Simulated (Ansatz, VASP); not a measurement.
# Ge (linear Ge chain) in two plane-wave programs, part 2 of 2

One calculation is typed for both programs; each brings its own data sets. How far apart do they land? The cell is taken from a series of runs on this material, whose earlier steps may have relaxed, scaled, displaced or heated it; both programs get it as it stands.

VASP 6.6.1 and Ansatz 0.2.0.

So far: The structure; VASP: single point, PBE, pair 1; Ansatz: single point, PBE, pair 1; Side by side; Ansatz: single point, PBE, pair 2.

### Step 6. VASP: single point, PBE, pair 2

Level of this step: PBE, zero-moment start; plane waves and PAW (Ge_d) (VASP).

The same cell, functional, mesh and smearing now go to VASP, with its own data sets.

INCAR reads:

```
SYSTEM = Ge
PREC = Accurate
ENCUT = 500
EDIFF = 1E-06
NELM = 200
ISMEAR = -1
SIGMA = 0.05
LREAL = .FALSE.
ALGO = Normal
GGA = PE
NBANDS = 13
ISPIN = 2
MAGMOM = 0
LORBIT = 11
LWAVE = .FALSE.
LCHARG = .FALSE.
ISIF = 2
LASPH = .TRUE.
GGA_COMPAT = .FALSE.
```

POSCAR reads:

```
Ge
1.0
    7.5000000000      0.0000000000      0.0000000000
    0.0000000000      7.5000000000      0.0000000000
    0.0000000000      0.0000000000      2.1673717861
Ge
1
Direct
    0.5000000000      0.5000000000      0.0000000000
```

KPOINTS reads:

```
Automatic mesh
0
Gamma
1 1 37
0 0 0
```

Potentials, in the order of the species: Ge_d (PBE family, release 64).

Started as:

```console
$ mpirun -np 1 vasp_std
```

Numbers of over 12 decimals in the logs are rounded to 6 here.

Output:

```text
[... set-up lines as in an earlier step ...]
 entering main loop
       N       E                     dE             d eps       ncg     rms          rms(c)
DAV:   1     0.701388489807E+02    0.70139E+02   -0.74166E+03   988   0.128E+03
DAV:   2     0.546048568046E+01   -0.64678E+02   -0.59841E+02  1057   0.253E+02
DAV:   3    -0.257672888659E+01   -0.80372E+01   -0.79610E+01  1169   0.860E+01
DAV:   4    -0.287935942413E+01   -0.30263E+00   -0.30249E+00  1196   0.190E+01
[...]
DAV:  15    -0.277159582243E+01   -0.81739E-05   -0.41877E-07   886   0.366E-03    0.800E-04
DAV:  16    -0.277159794370E+01   -0.21213E-05   -0.23448E-07   704   0.289E-03    0.533E-04
DAV:  17    -0.277159799496E+01   -0.51262E-07   -0.34406E-08   744   0.121E-03
   1 F= -.27715980E+01 E0= -.27667680E+01  d E =-.965994E-02  mag=     0.0000
```

From OUTCAR (step 6):

```text
  Total        0.1109834      0.1109834      5.0563201      0.0000000      0.0000000      0.0000000
  in kB        1.4585213      1.4585213     66.4491153      0.0000000      0.0000000      0.0000000
  external PRESSURE =      23.1220526 kB  Pullay stress =       0.0000000 kB

  FREE ENERGIE OF THE ION-ELECTRON SYSTEM (eV)
  ---------------------------------------------------
  free  energy   TOTEN  =        -2.7715979950 eV

  energy  without entropy=       -2.7619380507  energy(sigma->0) =       -2.76676802

 magnetization (x)
# of ion       s       p       d       tot
------------------------------------------
    1        0.000   0.000  -0.000   0.000

[... 1 part as in an earlier step ...]

[... 3 further parts left out ...]
[key lines of the parts left out:]
E-fermi :  -3.1415
```

### Step 7. Comparison

Both answers:

| quantity | Ansatz | VASP | difference |
| --- | --- | --- | --- |
| pressure (GPa) | 2.36 | 2.31 | +0.05 |

### Step 8. VASP: single point, PBE, pair 3

A single point gives forces, pressure and levels at one fixed geometry, so differences don't come from the geometry; what else differs is listed under the comparison. The cell compared in this pair holds 137.82 Å³, against 121.91 Å³ for the pair before.

INCAR is that of step 6.

POSCAR: that of step 6 with these lines changed.

```diff
@@ -4,3 +4,3 @@
     0.0000000000      7.5000000000      0.0000000000
-    0.0000000000      0.0000000000      2.1673717861
+    0.0000000000      0.0000000000      2.4500724538
 Ge
```

KPOINTS reads:

```
Automatic mesh
0
Gamma
1 1 33
0 0 0
```

Started as:

```console
$ mpirun -np 1 vasp_std
```

Output:

```text
[... set-up lines as in an earlier step ...]
 entering main loop
       N       E                     dE             d eps       ncg     rms          rms(c)
DAV:   1     0.658180425787E+02    0.65818E+02   -0.71573E+03   892   0.116E+03
DAV:   2     0.467459876828E+01   -0.61143E+02   -0.56466E+02   951   0.239E+02
DAV:   3    -0.269803976687E+01   -0.73726E+01   -0.72735E+01  1022   0.820E+01
DAV:   4    -0.299969554737E+01   -0.30166E+00   -0.30145E+00  1064   0.190E+01
[...]
DAV:  13    -0.295486938422E+01   -0.60402E-04   -0.49688E-06   894   0.111E-02    0.126E-03
DAV:  14    -0.295487360833E+01   -0.42241E-05   -0.33693E-07   687   0.265E-03    0.847E-04
DAV:  15    -0.295487387930E+01   -0.27098E-06   -0.23577E-08   652   0.180E-03
   1 F= -.29548739E+01 E0= -.29509253E+01  d E =-.789718E-02  mag=     0.0000
```

Parts of OUTCAR (step 8):

```text
  Total        0.1338177      0.1338177     -0.8783222      0.0000000      0.0000000     -0.0000000
  in kB        1.5556888      1.5556888    -10.2108757      0.0000000      0.0000000     -0.0000000
  external PRESSURE =      -2.3664994 kB  Pullay stress =       0.0000000 kB

  FREE ENERGIE OF THE ION-ELECTRON SYSTEM (eV)
  ---------------------------------------------------
  free  energy   TOTEN  =        -2.9548738793 eV

  energy  without entropy=       -2.9469766949  energy(sigma->0) =       -2.95092529

 magnetization (x)
# of ion       s       p       d       tot
------------------------------------------
    1        0.000  -0.000   0.000   0.000

[... 1 part as in an earlier step ...]

[... 3 further parts left out ...]
[key lines of the parts left out:]
E-fermi :  -3.2544
```

### Step 9. Ansatz: single point, PBE, pair 3

The same cell, functional, mesh and smearing now go to Ansatz, which takes its cutoff from its data sets.

The cell is taken from a series of runs on this material, whose earlier steps may have relaxed, scaled, displaced or heated it; both programs get it as it stands.

input.yaml reads:

```yaml
crystal:
  lattice:
    - [7.5, 0.0, 0.0]
    - [0.0, 7.5, 0.0]
    - [0.0, 0.0, 2.4500724538]
  atoms:
    - { symbol: Ge, position: [0.5, 0.5, 0.0], spin: 0.3 }
magnetization:
  spin_polarized: true
kpoints:
  mp_grid: { grid: [1, 1, 33] }
scf:
  occupations: { method: fermi_dirac, width: 0.05 }
hamiltonian:
  xc: pbe
output:
  transmission:
    e_range: [-2, 2]
    de: 0.035
    kmesh: [1, 1]
    reduced_basis: true
    leads: [[0, 0]]
  stress: true
```

Started as:

```console
$ ansatz run input.yaml --threads 4 --pin off --max-ram 8192MiB --backend cpu --events-out ev --progress --plain --runs-dir out
```

Output:

```text
[...]
Crystal: 1 atoms, lattice volume = 137.817 Å³
Basis set: ecut = 420 eV, 2665 PW (Γ)
Bands: 12, of which v1, the nominal top of the filled ones, is band 7 counted from 1 (6 counted from 0)
Symmetry: 16 space group operations
[...]
k-points: 17 of 33
[...]
Starting moments: Σ|m| = 0.3 μB on 1 of 1 site
[...]
--- Transmission ---
  basis      : 497 plane waves across, 4 finite elements along
  points     : 1, standing for a mesh of 1 x 1
[...]
crystal 0  : Ge1, at the sites [0, 0], period 2.4501 Å: whole cells are its period
[...]
filled         : 45.5 meV under the level at which it is neutral
    channels       : 3.000000e0 up, 3.000000e0 down
[...]
[key lines of the parts left out:]
SCF converged after 14 iterations
Magnetization: 0.0000 μB (7.0000 up, 7.0000 down)
Free energy (F): -4293.420149 eV
Fermi energy:    -2.661506 eV
P = ⅓ Tr σ = -0.2203 GPa (-2.203 kbar)
```

### Step 10. Differences

Compared:

| quantity | Ansatz | VASP | difference |
| --- | --- | --- | --- |
| pressure (GPa) | -0.22 | -0.24 | +0.02 |

### Step 11. Results

```
difference in pressure (single point, PBE, pair 1) : 0.050 GPa
difference in pressure (single point, PBE, pair 2) : 0.051 GPa
difference in pressure (single point, PBE, pair 3) : 0.016 GPa
```

What this shows: The difference in pressure is 0.051 GPa (single point, PBE, pair 2), within the 1 GPa picked in this series as the mark of a large difference. 5 further runs of this series are not shown here. Such differences can come from data sets, numerical settings and the points named under the comparisons, not from the functional's error against experiment.

[Lines on the potential files, build, host, timing and source positions are cut from VASP's logs without a mark.]

[Logs are printed without paths, hosts, clocks, repeated set-up lines and the standing remarks that a program may print on its own settings, such as how far it seeks lower states.]

[Hosts, paths, dates, database ids (printed as entryN), source tags and the programs' standing remarks are cut or masked in the printed files.]
